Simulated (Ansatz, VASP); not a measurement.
**One calculation of Be5Ge, two programs**

The input INCAR:

```
ALGO = Normal ; EDIFF = 1E-8
ENCUT = 520 ; GGA = PS
ISIF = 2 ; ISMEAR = -1
LASPH = T ; LCHARG = F
LEFG = T ; LREAL = F
LWAVE = F ; NBANDS = 21
NELM = 100 ; PREC = Accurate
SIGMA = 0.15
```

KPOINTS

```
k-points
0
Gamma
  9 9 10
```

File POSCAR:

```
Be5Ge
1.0
    4.4068258475      0.0000000000      0.0000000000
   -2.2034129238      3.8164231340      0.0000000000
    0.0000000000      0.0000000000      3.5953445738
Be Ge
5 1
Direct
    0.3333333333      0.6666666667      0.0000000000
    0.6666666667      0.3333333333      0.0000000000
    0.5000000000      0.0000000000      0.5000000000
    0.5000000000      0.5000000000      0.5000000000
    0.0000000000      0.5000000000      0.5000000000
    0.0000000000      0.0000000000      0.0000000000
```

Input for Ansatz:

```yaml
crystal:
  lattice:
    - [4.4068258475, 0.0, 0.0]
    - [-2.2034129238, 3.816423134, 0.0]
    - [0.0, 0.0, 3.5953445738]
  atoms:
    - { symbol: Be, position: [0.3333333333, 0.6666666667, 0.0] }
    - { symbol: Be, position: [0.6666666667, 0.3333333333, 0.0] }
    - { symbol: Be, position: [0.5, 0.0, 0.5] }
    - { symbol: Be, position: [0.5, 0.5, 0.5] }
    - { symbol: Be, position: [0.0, 0.5, 0.5] }
    - { symbol: Ge, position: [0.0, 0.0, 0.0] }
basis:
  ecutwfc: 420
kpoints:
  mp_grid: { grid: [9, 9, 10] }
hamiltonian:
  xc: pbesol
scf:
  occupations: { method: fermi_dirac, width: 0.15 }
output:
  forces: true
  stress: true
  eigenvalues: true
  efg: {}
checkpoint:
  read: start.run
  write: ck
  compress: false
  write_wavefunctions: false
  write_every: 100000
```

Alike in both runs: task electric field gradients; functional PBEsol; k mesh 9 × 9 × 10; occupations fermi-dirac, width 0.15 eV; no spin polarisation.

|  | VASP | Ansatz |
| --- | --- | --- |
| version | VASP 6.6.1 | Ansatz 0.2.0 |
| potentials or method | VASP PAW PBE potentials, release 64 (Be, Ge_d) | scalar-relativistic, plane waves, PAW |
| plane-wave cutoff (eV) | 520 | 420 |
| valence electrons in the cell | 24 | 24 |

Ansatz gave:

```
gap on the k mesh at the Fermi level (eV)                      : none
pressure (GPa)                                                 : 0.0
Vzz of the field gradient on the site that differs most (V/Å²) : 10.5
```

Q: Estimate VASP's values.

A: gap on the k mesh at the Fermi level (eV): none; pressure (GPa): 0.2; Vzz of the field gradient on the site that differs most (V/Å²): 12.1.

A gap of «none» marks a metal or a gap that the smearing closes.

Caveats: the PAW data sets were made with another functional, which shifts forces and pressure a little (VASP).
